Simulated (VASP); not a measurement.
VASP input:

**KPOINTS**
```
Regular mesh
0
G
12 12 7
```

**INCAR**
```
SYSTEM  =  Zr
PREC  =  Accurate; ENCUT  =  400; LREAL  =  .FALSE.
LASPH  =  .TRUE.
EDIFF  =  1E-8; NELM  =  100; ALGO  =  Normal
LMAXMIX  =  4; LMIXTAU  =  .TRUE.
ISMEAR  =  1; SIGMA  =  0.1
METAGGA  =  R2SCAN
IBRION  =  1; NSW  =  30; ISIF  =  2
EDIFFG  =  -0.001
LWAVE  =  .FALSE.; LCHARG  =  .FALSE.
```

File POSCAR:
```
Zr
1
    1.6219689990    -2.8093326597     0.0000000000
    1.6219689990     2.8093326597    -0.0000000000
   -0.0000000000    -0.0000000000     5.1505613461
Zr
2
Direct
  0.3333330000   0.6666670000   0.2500000000
  0.6666670000   0.3333330000   0.7500000000
```

POTCAR, in this order: Zr_sv (PBE.64 set). Program: vasp_std.

Problem. Translate this r2SCAN calculation to Ansatz.

Solution. One equivalent input (not run):
Ansatz 0.2 input:
```yaml
crystal:
  lattice:
    - [1.6219690, -2.8093327, 0.0000000]
    - [1.6219690, 2.8093327, 0.0000000]
    - [0.0000000, 0.0000000, 5.1505613]
  atoms:
    - { symbol: Zr, position: [0.3333330, 0.6666670, 0.2500000] }
    - { symbol: Zr, position: [0.6666670, 0.3333330, 0.7500000] }
kpoints:
  mp_grid: { grid: [12, 12, 7] }
hamiltonian:
  xc: r2scan
  pseudopotentials: { kind: paw }
scf:
  occupations: { method: methfessel_paxton, width: 0.1 }
  max_iter: 100
relax:
  max_steps: 30
  f_tol: 0.001
output: { forces: true, stress: true, eigenvalues: true }
```
The two are equivalent in intent, not identical: each code has its own PAW files, so the cut-off isn't converted (ENCUT is set for VASP's; basis.ecutwfc is left out, and Ansatz then takes the one that its files recommend); Ansatz stops its SCF on the density residual and VASP on the energy change (EDIFF).

The compound is Zr in the hcp structure. It was relaxed first. The start is the result of an earlier pass.
